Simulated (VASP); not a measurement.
OSZICAR of a VASP run on KTaO₃ (cubic perovskite):

OSZICAR:
```
       N       E                     dE             d eps       ncg     rms          rms(c)
DAV:   1     0.340761317232E+03    0.34076E+03   -0.21708E+04   920   0.167E+03
DAV:   2    -0.234779090072E+02   -0.36424E+03   -0.35845E+03  1185   0.446E+02
DAV:   3    -0.399952301946E+02   -0.16517E+02   -0.16481E+02  1165   0.943E+01
DAV:   4    -0.404004898974E+02   -0.40526E+00   -0.40514E+00  1584   0.126E+01
DAV:   5    -0.404026644389E+02   -0.21745E-02   -0.21745E-02  1180   0.922E-01    0.332E+01
DAV:   6    -0.323460235260E+02    0.80566E+01   -0.42527E+01  1123   0.447E+01    0.133E+01
DAV:   7    -0.321626361978E+02    0.18339E+00   -0.24564E+00  1197   0.105E+01    0.859E+00
DAV:   8    -0.321090834638E+02    0.53553E-01   -0.42442E-01  1192   0.563E+00    0.138E+00
DAV:   9    -0.321001989925E+02    0.88845E-02   -0.29428E-02  1259   0.130E+00    0.252E-01
DAV:  10    -0.320996492288E+02    0.54976E-03   -0.99195E-03  1235   0.725E-01    0.534E-02
DAV:  11    -0.320997256010E+02   -0.76372E-04   -0.54281E-04  1193   0.177E-01    0.408E-02
DAV:  12    -0.320997719422E+02   -0.46341E-04   -0.71551E-05  1286   0.681E-02    0.114E-02
DAV:  13    -0.320997708673E+02    0.10749E-05   -0.10581E-05  1260   0.280E-02    0.504E-03
DAV:  14    -0.320997710004E+02   -0.13315E-06   -0.14715E-06  1248   0.892E-03    0.135E-03
DAV:  15    -0.320997709906E+02    0.98812E-08   -0.90846E-08   834   0.242E-03
   1 F= -.32099771E+02 E0= -.32099771E+02  d E =-.260982E-19
```

Question: Which electronic solver shows in the log?

Answer: It is blocked Davidson (ALGO = Normal, or the opening steps of other solvers). The INCAR had ALGO = Normal.

Question: Can the final energy be trusted as converged?

Answer: The run converged. It stopped with EDIFF = 1E-7, NELM = 100 (vdW-DF-cx, plane waves, VASP's PBE PAW potentials (set 64)).

The compound is KTaO3 in the cubic perovskite structure. This cell is one point of a volume scan, at 1.03 of the reference volume.
